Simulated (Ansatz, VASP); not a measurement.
# SiTeS (1T-SiSTe, 1 layer): VASP beside Ansatz

One calculation is typed for both programs; each brings its own data sets. How far apart do they land? Of the first pair: The structure shown is the start of the Ansatz relaxation below; VASP solves that cell, so the two are compared at the walk's first step.

Calculated with Ansatz 0.2.0; plane waves, with VASP 6.6.1 beside it; single point at PBE.

## 1. Set-up

The cell holds 3 atoms: 1 Te, 1 Si and 1 S. Its edges and angles: a = 3.361 Å, b = 3.361 Å, c = 19.305 Å, α = 90.0°, β = 90.0°, γ = 120.0°. Vacuum lies along c.

## 2. Ansatz: relaxation, PBE

Ansatz runs on its default PAW (the set named soft_2) files.

The two programs are compared at the cell with which this relaxation starts, whose forces are those of its first step.

Contents of input.yaml:

```yaml
crystal:
  lattice:
    - [3.3612985, 0.0, 0.0]
    - [-1.68064925, 2.9109698907, 0.0]
    - [0.0, 0.0, 19.3047788486]
  atoms:
    - { symbol: Te, position: [0.6666666667, 0.3333333333, 0.4403054843] }
    - { symbol: Si, position: [0.0, 0.0, 0.5133626101] }
    - { symbol: S, position: [0.3333333333, 0.6666666667, 0.5596945157] }
kpoints:
  mp_grid: { grid: [12, 12, 1] }
hamiltonian:
  xc: pbe
scf:
  occupations: { method: fermi_dirac, width: 0.05 }
  convergence: { dr2_threshold: 1.0e-08 }
efield:
  axis: 3
  dipole_correction: true
  ramp_position: 0.97
  ramp_width: 0.04
relax:
  f_tol: 0.01
  cell: { fix: [c, alpha, beta] }
output:
  write_potential: true
  write_density: true
  volumetric_format: npy
```

The run is started by

```sh
ansatz run input.yaml --threads 4 --pin off --max-ram 8192MiB --backend cpu --events-out ev --progress --plain --runs-dir out
```

Numbers of over 12 decimals in the logs are rounded to 6 here.

What it wrote:

```text
Warning: relax.cell: scf.convergence.dr2_threshold = 1e-8 eV is looser than the 3e-10 eV advised for a relaxation that steers and ends on the stress (1e-10 eV for each atom of the cell: 3). What an SCF threshold leaves in a stress goes as its square root, and in the free energy as the threshold itself, and one threshold admits the most on a small cell: [figures from the program's tests cut] Set scf.convergence.dr2_threshold to 3e-10 eV or tighter. The threshold is an SCF's pass mark: one that does not reach it within its budget of iterations ends unconverged, or closes short of it on a stop that the run arms, and scf.convergence.dr2_threshold's page says what that costs each kind of run
Engine: ansatz 0.2.0, aarch64-unknown-linux-gnu
Pseudopotentials: kind: paw
Pseudopotential: Te, paw, valence charge 16, recommended cutoff 420 eV (normal), Te.paw.azcp
Pseudopotential: Si, paw, valence charge 4, recommended cutoff 420 eV (normal), Si.paw.azcp
Pseudopotential: S, paw, valence charge 6, recommended cutoff 420 eV (normal), S.paw.azcp
Functional definition: PBE
  parameter kappa = 0.804
  parameter beta = 0.066725
  exchange = pbe_x(kappa = kappa, mu = beta*pi^2/3)
  correlation = pbe_c(beta = beta)
Crystal: 3 atoms, lattice volume = 188.890 Å³
Basis set: ecut = 420 eV, 3737 PW (Γ), exchange–correlation on 48×48×270 points (8 copies of the dense FFT grid, shifted against one another)
Bands: 17, of which v1, the nominal top of the filled ones, is band 13 counted from 1 (12 counted from 0)
Symmetry: 6 space group operations
Space group: P3m1 (ITA 156), of the structure as read, at distance tolerance 5.7e-5 Å
k-points: 19 of 144 (time reversal used)
Non-local potential: Te, projectors of the file, l = 0: 2, l = 1: 2, l = 2: 2, l = 3: 2
Non-local potential: Si, projectors of the file, l = 0: 2, l = 1: 2, l = 2: 2
Non-local potential: S, projectors of the file, l = 0: 2, l = 1: 2, l = 2: 2
PAW form: soft (Blöchl's): semilocal exchange-correlation on the pseudo side does not see the compensation charge
PAW one-centre angular grid: Te, 590 points (default); XC on 64 Gauss nodes
PAW one-centre angular grid: Si, 110 points (default); XC on 64 Gauss nodes
PAW one-centre angular grid: S, 110 points (default); XC on 64 Gauss nodes
Initial density: superposition of atomic densities (neutral atoms: chi_scale 0, normalization atom), corrected by the library's trained network
Initial wavefunctions: pseudopotential atomic-orbital guess
Functional: x = pbe(κ = 0.804, μ = 0.219515), c = pbe(β = 0.066725)
SCF iter   1: F=—  HF=-8515.710166 eV  |F-HF|=—  |Δ(HF+E_count)|=         —  Δρ=2.74e-3  dr2=7.86e-2  ethr=1.77e-3  p=0.024 e·Å  D=2.34e-2 V/Å  ΔV_dip=-0.45 eV  dr2_dipole=2.17e-2  V_vac-E_F(+/−)=4.38/4.84 eV  ⟨swp⟩=9.7  Hψ=2548  notcnv=0
efield: sawtooth ramp at fractional position 0.9700 (set: `efield.ramp_position`, or a place that a band, a saddle search or an elastic batch's reference lends), width 0.0400; the density the first Hamiltonian is built on has a dipole p = 0.024 e·Å; the dipole correction subtracts the counter field D = 2.34e-2 V/Å, which shifts the + side's vacuum level by -0.45 eV against the − side's; the planar-averaged density in the ramp window peaks in size at 1.5e-5 e/Å³
preconditioner: auto → LDOS  [metal: Δε(μ)=0.111 eV  Ē_g=10.827 eV  σ=0.050 eV  W_gap=0.42  n_scr=12 (ndim 8)  ℏωp=10.8 eV  f_vac=0.675  D(μ)=0.81/eV (n_scr^D=4)  β→1.0]
SCF iter   2: F=—  HF=-8515.707111 eV  |F-HF|=—  |Δ(HF+E_count)|=   3.05e-3  Δρ=1.88e-3  dr2=3.50e-2  ethr=3.02e-4  p=-0.039 e·Å  D=-3.70e-2 V/Å  ΔV_dip=0.71 eV  dr2_dipole=1.06e-2  V_vac-E_F(+/−)=5.47/4.76 eV  ⟨swp⟩=4.4  Hψ=785  notcnv=0
SCF iter   3: F=—  HF=-8515.699827 eV  |F-HF|=—  |Δ(HF+E_count)|=   7.28e-3  Δρ=5.16e-4  dr2=1.45e-3  ethr=1.35e-4  p=-0.007 e·Å  D=-6.30e-3 V/Å  ΔV_dip=0.12 eV  dr2_dipole=3.53e-4  V_vac-E_F(+/−)=5.08/4.95 eV  ⟨swp⟩=3.7  Hψ=593  notcnv=0
SCF iter   4: F=—  HF=-8515.699571 eV  |F-HF|=—  |Δ(HF+E_count)|=   2.56e-4  Δρ=9.37e-5  dr2=2.33e-5  ethr=5.58e-6  p=-0.011 e·Å  D=-1.06e-2 V/Å  ΔV_dip=0.20 eV  dr2_dipole=3.44e-6  V_vac-E_F(+/−)=5.15/4.94 eV  ⟨swp⟩=2.4  Hψ=521  notcnv=0
SCF iter   5: F=—  HF=-8515.699527 eV  |F-HF|=—  |Δ(HF+E_count)|=   4.41e-5  Δρ=4.46e-5  dr2=6.20e-6  ethr=8.97e-8  p=-0.012 e·Å  D=-1.11e-2 V/Å  ΔV_dip=0.21 eV  dr2_dipole=1.54e-7  V_vac-E_F(+/−)=5.15/4.94 eV  ⟨swp⟩=2.7  Hψ=602  notcnv=0
SCF iter   6: F=—  HF=-8515.699514 eV  |F-HF|=—  |Δ(HF+E_count)|=   1.32e-5  Δρ=1.18e-5  dr2=8.83e-7  ethr=2.38e-8  p=-0.012 e·Å  D=-1.11e-2 V/Å  ΔV_dip=0.21 eV  dr2_dipole=2.60e-8  V_vac-E_F(+/−)=5.16/4.94 eV  ⟨swp⟩=2.3  Hψ=580  notcnv=0
[...]
SCF iter   5: F=—  HF=-8518.176092 eV  |F-HF|=—  |Δ(HF+E_count)|=   1.48e-9  Δρ=1.07e-6  dr2=1.04e-8  ethr=8.89e-10  p=-0.041 e·Å  D=-3.56e-2 V/Å  ΔV_dip=0.69 eV  dr2_dipole=2.65e-9  V_vac-E_F(+/−)=5.10/4.42 eV  ⟨swp⟩=2.2  Hψ=431  notcnv=0
SCF iter   6: F=-8518.176092 eV  HF=-8518.176092 eV  |F-HF|=2.18e-11  |Δ(HF+E_count)|=   2.86e-9  Δρ=1.97e-7  dr2=2.24e-10  ethr=3.85e-11  p=-0.041 e·Å  D=-3.56e-2 V/Å  ΔV_dip=0.69 eV  dr2_dipole=5.74e-11  V_vac-E_F(+/−)=5.10/4.42 eV  ⟨swp⟩=9.2  Hψ=1991  notcnv=0
SCF 7 converged in 6 iterations: F = -8518.176092 eV  dr2 = 2.24e-10
relax step   7: F+E_penalty+E_count = -8518.17609242 eV  Δ(F+E_penalty+E_count) = -6.341e-5 eV  max|allowed force component| = 1.517e-3 eV/Å  Δτ_max = 0.0022 Å  P = -0.001 GPa  Ω = 207.827 Å³  energy of the carried Pulay correction = -1.033e-3 eV  fix = [c, alpha, beta]  reactions: c +0.001 GPa  (6 SCF iters, accepted)
Initial wavefunctions: pseudopotential atomic-orbital guess (no wavefunctions were taken with the density)
iter 1 solved again at ethr=2.49e-6 eV; its pass at ethr=3.10e-3 eV (dr2=6.46e-4 eV) is discarded
SCF iter   1: F=—  HF=-8518.175151 eV  |F-HF|=—  |Δ(HF+E_count)|=         —  Δρ=1.68e-4  dr2=1.68e-6  ethr=2.49e-6  p=-0.041 e·Å  D=-3.56e-2 V/Å  ΔV_dip=0.69 eV  dr2_dipole=6.96e-9  V_vac-E_F(+/−)=5.10/4.42 eV  ⟨swp⟩=3.0  Hψ=3128  notcnv=0
efield: sawtooth ramp at fractional position 0.9700 (set: `efield.ramp_position`, or a place that a band, a saddle search or an elastic batch's reference lends), width 0.0400; the density the first Hamiltonian is built on has a dipole p = -0.041 e·Å; the dipole correction subtracts the counter field D = -3.56e-2 V/Å, which shifts the + side's vacuum level by +0.69 eV against the − side's; the planar-averaged density in the ramp window peaks in size at 3.4e-6 e/Å³
eigensolver tolerance schedule: the retry pair's looser diagonalisation over-reported the residual by 383.37 of it (diagonalisation noise at 0.44 of the residual, at the tolerance the schedule requests for it); recorded, not acted on — ethr = c·dr2/N_el stays at c = 1.0e-1
preconditioner: auto → LDOS  [insulator: Δε(μ)=0.133 eV  Ē_g=9.357 eV  σ=0.050 eV  W_gap=0.58  n_scr=10 (ndim 8)  ℏωp=10.3 eV  f_vac=0.640  D(μ)=1.18/eV (n_scr^D=6)  ε∞_Penn≈2.2  β→1.0]
SCF iter   2: F=—  HF=-8518.177190 eV  |F-HF|=—  |Δ(HF+E_count)|=   2.04e-3  Δρ=1.18e-5  dr2=3.01e-7  ethr=6.47e-9  p=-0.041 e·Å  D=-3.55e-2 V/Å  ΔV_dip=0.68 eV  dr2_dipole=2.27e-9  V_vac-E_F(+/−)=5.10/4.42 eV  ⟨swp⟩=3.1  Hψ=708  notcnv=0
SCF iter   3: F=—  HF=-8518.177186 eV  |F-HF|=—  |Δ(HF+E_count)|=   3.85e-6  Δρ=4.29e-6  dr2=2.21e-8  ethr=1.16e-9  p=-0.041 e·Å  D=-3.56e-2 V/Å  ΔV_dip=0.69 eV  dr2_dipole=6.51e-10  V_vac-E_F(+/−)=5.10/4.42 eV  ⟨swp⟩=2.0  Hψ=567  notcnv=0
SCF iter   4: F=-8518.177189 eV  HF=-8518.177189 eV  |F-HF|=2.12e-7  |Δ(HF+E_count)|=   3.43e-6  Δρ=6.70e-7  dr2=7.15e-10  ethr=3.85e-11  p=-0.041 e·Å  D=-3.56e-2 V/Å  ΔV_dip=0.69 eV  dr2_dipole=6.17e-11  V_vac-E_F(+/−)=5.10/4.42 eV  ⟨swp⟩=13.4  Hψ=2598  notcnv=0
SCF 8 converged in 4 iterations: F = -8518.177189 eV  dr2 = 7.15e-10
relax step   8: F+E_penalty+E_count = -8518.17718930 eV  Δ(F+E_penalty+E_count) = -1.097e-3 eV  max|allowed force component| = 1.388e-3 eV/Å  Δτ_max = 0.0000 Å  P = +0.001 GPa  Ω = 207.827 Å³  fix = [c, alpha, beta]  reactions: c +0.001 GPa  stress off target by 2.03e-4 GPa on what of the cell is left free  SCF on the basis re-selected at this cell (its energy is not comparable with the rows above)  (4 SCF iters)
basis re-selected at this cell: Δ(F+E_penalty+E_count) = -1.097e-3 eV, ΔP = +0.002 GPa vs the last step (what re-selecting the basis moved, of the pressure what is left beyond the Pulay correction that the steps carried, after the strain that the cell walked since its last selection, with what the two solves' SCF thresholds leave and, on support functions, any second-order correction that the steps lacked; it is no m [...]
WARN: The input density's exchange-correlation potential varies sharply where the density is thin. Do not read a vacuum level from v_tot or v_xc, or from such a field of the output density. On a cell that repeats whose density bears no net charge and no dipole along the vacuum's axis use v_es (v_loc + v_h of the components); under efield.dipole_correction with no amplitude use v_es + v_field, which holds any external [...]
SCF converged after 4 iterations
Free energy (F): -8518.177189 eV
Harris-Foulkes:  -8518.177189 eV  (|F-HF|=2.12e-7)
Internal energy: -8518.167479 eV  (E = F + TS)
E sigma→0 (E₀):  -8518.172334 eV
Entropy (-TS):   -0.009711 eV (-3.237 meV/atom)
Fermi energy:    -0.411141 eV
Dipole field:    D = -0.035560 V/Å  (p = -0.040842 e·Å, saw-weighted, corrected)
Work function:   Φ+ = 5.1029 eV   Φ− = 4.4164 eV
Levels:          The Fermi level and band energies are counted from a zero that moves with the ramp; work functions are not
--- Per-component energies (eV) ---
  E_band       = -477.872944
  E_kinetic    = 328.591143
  E_local      = -11740.296025  (includes V_loc(G=0)·N_el)
  E_nonlocal   = -257.476030
  E_hartree    = 5908.697575
  E_xc         = -276.826695
  E_vxc        = -238.711478  (∫ρ·V_xc dr)
  E_paw        = -5774.939111  (= ΣΔE_a)
  E_vpaw       = -387.055568  (= ΣTr[D̂ρ^β])
  E_aug_tail   = -0.000178  (compensation charges beyond the density's cutoff)
  E_efield     = 0.000726  (sawtooth field / dipole correction)
  E_vefield    = -0.320603  (∫n·V_field dr)
  E_ewald      = 3294.081117
  E_smearing   = -0.009711  (= −TS)
  E_closure    = -0.000000  (closes the sum)
  Σ components = -8518.177189   (vs F -8518.177189, Δ=0.00e0)
--- Forces (eV/Å), atoms counted from 1 ---
  atom   1  Te    -0.00000000     0.00000000     0.00005342
  atom   2  Si     0.00000000    -0.00000000    -0.00139032
  atom   3  S      0.00000000     0.00000000     0.00132929
  max |Σ_I F_I| component: 7.62e-6 eV/Å
--- Stress (GPa, compression-positive) ---
        0.000203       0.000000      -0.000000
       -0.000000       0.000203       0.000000
        0.000000       0.000000       0.001203
  P = ⅓ Tr σ = 0.0005 GPa (0.005 kbar)
--- Band table (eV; the first three rows and the last of 19) ---
  k-point 0: bands = [... 9 lower, -2.8658, -2.8658, 0.0952, 0.0952, 0.4788, 2.8563, 3.0520, 3.0520]
  k-point 1: bands = [... 9 lower, -3.0152, -2.8929, -0.6870, 0.0211, 0.9661, 2.7484, 3.1546, 3.1800]
  k-point 2: bands = [... 9 lower, -3.3671, -2.7902, -2.0279, -0.2279, 1.1237, 2.6602, 3.5613, 3.6204]
  k-point 18: bands = [... 9 lower, -5.5246, -5.4914, -2.8412, -2.1894, 0.1468, 3.3894, 4.2587, 4.5481]
--- Relaxed structure (7 steps of the walk, 7 accepted, 1 SCFs on fresh bases) ---
  F+E_penalty+E_count = -8518.17718930 eV   max|allowed force component| = 1.388e-3 eV/Å   (the final SCF, on the basis selected at the relaxed cell)
  cell:  # Å, volume = 207.8270 Å³
    - [3.525764, 1.2172917757827057e-17, 0]
    - [-1.762882, 3.053401, 0]
    - [0, 0, 19.3047788486]
  atoms:
    - { symbol: Te, position: [0.666667, 0.333333, 0.421772] }
    - { symbol: Si, position: [0, 0, 0.513517] }
    - { symbol: S, position: [0.333333, 0.666667, 0.578073] }
```

## 3. VASP: single point, PBE, start cell, pair 1

The same cell, functional, mesh and smearing now go to VASP, with its own data sets.

Lines of VASP's logs that name or quote its potential files are left out, and so is its time.

Contents of INCAR:

```
SYSTEM = SiTeS
PREC = Accurate
ENCUT = 400
EDIFF = 1E-06
NELM = 120
ISMEAR = -1
SIGMA = 0.05
LREAL = .FALSE.
ALGO = Normal
GGA = PE
NBANDS = 14
LORBIT = 11
LWAVE = .FALSE.
LCHARG = .FALSE.
ISIF = 2
LDIPOL = .TRUE.
IDIPOL = 3
DIPOL = 0.5 0.5 0.505
LVHAR = .TRUE.
LASPH = .TRUE.
GGA_COMPAT = .FALSE.
NELMDL = -8
```

Contents of POSCAR:

```
SiTeS
1.0
    3.3612980000      0.0000000000      0.0000000000
   -1.6806490000      2.9109700000      0.0000000000
    0.0000000000      0.0000000000     19.3047790000
Te Si S
1 1 1
Direct
    0.6666666094      0.3333332188      0.4403054808
    0.9999999427      0.9999998855      0.5133626238
    0.3333332761      0.6666665521      0.5596945192
```

Contents of KPOINTS:

```
Automatic mesh
0
Gamma
12 12 1
0 0 0
```

PAW data sets: Te, Si and S (PBE family, release 64).

The run is started by

```sh
mpirun -np 1 vasp_std
```

What it wrote:

```text
[banner, memory and clock lines left out]
running    1 mpi-ranks, on    1 nodes
 distrk:  each k-point on    1 cores,    1 groups
 distr:  one band on    1 cores,    1 groups

 POSCAR found type information on POSCAR TeSiS
 POSCAR found :  3 types and       3 ions
 LDA part: xc-table for (Slater+PW92), standard interpolation
 POSCAR, INCAR and KPOINTS ok, starting setup
 FFT: planning ... GRIDC
 FFT: planning ... GRID_SOFT
 FFT: planning ... GRID
 WAVECAR not read
 entering main loop
       N       E                     dE             d eps       ncg     rms          rms(c)
DAV:   1     0.111276677879E+03    0.11128E+03   -0.47149E+03   532   0.680E+02
DAV:   2    -0.234337713311E+00   -0.11151E+03   -0.10365E+03   874   0.149E+02
DAV:   3    -0.106931760713E+02   -0.10459E+02   -0.10190E+02   700   0.551E+01
DAV:   4    -0.109913577109E+02   -0.29818E+00   -0.29743E+00   766   0.112E+01
DAV:   5    -0.110020301145E+02   -0.10672E-01   -0.10671E-01   786   0.213E+00
DAV:   6    -0.110022947377E+02   -0.26462E-03   -0.26459E-03   808   0.293E-01
DAV:   7    -0.110023014460E+02   -0.67083E-05   -0.67082E-05   810   0.389E-02
DAV:   8    -0.110023017087E+02   -0.26264E-06   -0.26278E-06   696   0.568E-03    0.166E+01
DAV:   9    -0.106071253789E+02    0.39518E+00   -0.47094E-01   718   0.471E+00    0.932E+00
DAV:  10    -0.105408743746E+02    0.66251E-01   -0.39594E-01   736   0.384E+00    0.196E+00
DAV:  11    -0.105379295688E+02    0.29448E-02   -0.37418E-02   706   0.133E+00    0.688E-01
DAV:  12    -0.105354675116E+02    0.24621E-02   -0.56358E-03   742   0.493E-01    0.300E-01
DAV:  13    -0.105351218861E+02    0.34563E-03   -0.14708E-03   760   0.235E-01    0.119E-01
DAV:  14    -0.105350624835E+02    0.59403E-04   -0.13382E-04   744   0.719E-02    0.375E-02
[...]
DAV:  19    -0.105354003581E+02   -0.14902E-04   -0.75358E-07   610   0.289E-03    0.135E-03
DAV:  20    -0.105354174057E+02   -0.17048E-04   -0.79165E-07   596   0.299E-03    0.874E-04
DAV:  21    -0.105354245895E+02   -0.71838E-05   -0.85471E-07   598   0.243E-03    0.952E-04
DAV:  22    -0.105354287908E+02   -0.42012E-05   -0.87536E-08   584   0.109E-03    0.757E-04
DAV:  23    -0.105354343806E+02   -0.55899E-05   -0.12611E-07   550   0.102E-03    0.798E-04
DAV:  24    -0.105354358350E+02   -0.14543E-05   -0.30855E-08   524   0.603E-04    0.145E-04
DAV:  25    -0.105354377836E+02   -0.19487E-05   -0.84164E-08   488   0.659E-04    0.219E-04
DAV:  26    -0.105354380996E+02   -0.31594E-06   -0.26099E-08   536   0.337E-04
   1 F= -.10535438E+02 E0= -.10532339E+02  d E =-.619811E-02
```

From OUTCAR (step 3):

```text
ion  position               nearest neighbor table
   1  0.667  0.333  0.440-   2 2.40   2 2.40   2 2.40   3 3.01   3 3.01   3 3.01
   2  1.000  1.000  0.513-   3 2.14   3 2.14   3 2.14   1 2.40   1 2.40   1 2.40
   3  0.333  0.667  0.560-   2 2.14   2 2.14   2 2.14   1 3.01   1 3.01   1 3.01

  LATTYP: Found a hexagonal cell.
 ALAT       =     3.3612980000
 C/A-ratio  =     5.7432512678

 Subroutine GETGRP returns: Found  6 space group operations
 (whereof  6 operations were pure point group operations)

The static configuration has the point symmetry C_3v.

 Found     19 irreducible k-points:

   k-points           NKPTS =     19   k-points in BZ     NKDIM =     19   number of bands    NBANDS=     14

   dimension x,y,z NGX =    24 NGY =   24 NGZ =  126
   dimension x,y,z NGXF=    48 NGYF=   48 NGZF=  252

   ENCUT  =  400.0 eV  29.40 Ry    5.42 a.u.   5.48  5.48 31.48*2*pi/ulx,y,z

   NELECT =      16.0000    total number of electrons

 k-points in reciprocal lattice and weights: Automatic mesh
   0.00000000  0.00000000  0.00000000       0.007
   0.08333333 -0.00000000  0.00000000       0.042
   0.16666667 -0.00000000  0.00000000       0.042
   0.25000000  0.00000000  0.00000000       0.042
   0.33333333 -0.00000000  0.00000000       0.042
   0.41666667  0.00000000  0.00000000       0.042
   0.50000000  0.00000000  0.00000000       0.021
   0.08333333  0.08333333  0.00000000       0.042
   0.16666667  0.08333333  0.00000000       0.083
[...]
0.33333333  0.25000000  0.00000000       0.083
   0.33333333  0.33333333  0.00000000       0.014

 dipolmoment           0.000000      0.000000      0.009669 electrons x Angstroem

 average (electrostatic) potential at core
       1 -94.9950       2 -91.1991       3 -93.2420

 E-fermi :  -0.9841

 k-point     1 :       0.0000    0.0000    0.0000
  band No.  band energies     occupation
    ...
      4      -4.7685      2.00000
      5      -4.7685      2.00000
      6      -2.3733      2.00000
      7      -1.3168      1.99742
      8      -1.3168      1.99742
      9       0.5260      0.00000
     10       3.2692      0.00000
     11       3.4237      0.00000
     12       3.4614      0.00000
     13       3.4614      0.00000
    ...

 k-point     2 :       0.0833   -0.0000    0.0000
  band No.  band energies     occupation
    ...
      4      -5.4676      2.00000
      5      -4.9947      2.00000
      6      -2.3045      2.00000
      7      -1.8505      2.00000
      8      -1.1626      1.94521
      9       1.0183      0.00000
     10       2.8317      0.00000
     11       3.3097      0.00000
     12       3.4115      0.00000
     13       3.7749      0.00000
    ...

 k-point     3 :       0.1667   -0.0000    0.0000
  band No.  band energies     occupation
    ...
      4      -6.4712      2.00000
      5      -5.4900      2.00000
      6      -3.1415      2.00000
      7      -2.1384      2.00000
      8      -1.0005      1.16231
      9       1.1316      0.00000
     10       2.8482      0.00000
     11       3.4431      0.00000
     12       3.5993      0.00000
     13       3.9092      0.00000
    ...

  Total       14.1514755     14.1514807     13.7201512     -0.0000000      0.0000000      0.0000000
  in kB      120.0335704    120.0336152    116.3750550     -0.0000000      0.0000000      0.0000000
  external PRESSURE =     118.8140802 kB  Pullay stress =       0.0000000 kB

  energy-cutoff  :      400.00
  volume of cell :      188.89
      direct lattice vectors                 reciprocal lattice vectors
     3.361298000  0.000000000  0.000000000     0.297504119  0.171764051  0.000000000
    -1.680649000  2.910970000  0.000000000     0.000000000  0.343528102  0.000000000
     0.000000000  0.000000000 19.304779000     0.000000000  0.000000000  0.051800645

 POSITION                                       TOTAL-FORCE (eV/Angst)
 -----------------------------------------------------------------------------------
      1.68065      0.97032      8.50000         0.000000      0.000000     -6.150186
      1.68065      2.91097      9.91035        -0.000000      0.000000      0.484092
      0.00000      1.94065     10.80478        -0.000000     -0.000000      5.666095
 -----------------------------------------------------------------------------------
    total drift:                               -0.000000      0.000248     -0.000225

  FREE ENERGIE OF THE ION-ELECTRON SYSTEM (eV)
  ---------------------------------------------------
  free  energy   TOTEN  =       -10.5354380996 eV

  energy  without entropy=      -10.5292399910  energy(sigma->0) =      -10.53233905

 vacuum level on the upper side and lower side of the slab         4.146         3.968

 total charge
# of ion       s       p       d       tot
------------------------------------------
    1        1.394   2.199   0.101   3.693
    2        0.699   0.979   0.000   1.678
    3        1.338   2.533   0.000   3.871
--------------------------------------------------
tot          3.431   5.711   0.101   9.243

[... 3 further parts left out ...]
```

(Part 1 of 2 ends here.)

[Lines on the potential files, build, host, timing and source positions are cut from VASP's logs without a mark.]

[Logs are printed without paths, hosts, clocks, repeated set-up lines and the standing remarks that a program may print on its own settings, such as how far it seeks lower states.]

[Hosts, paths, dates, database ids (printed as entryN), source tags and the programs' standing remarks are cut or masked in the printed files.]
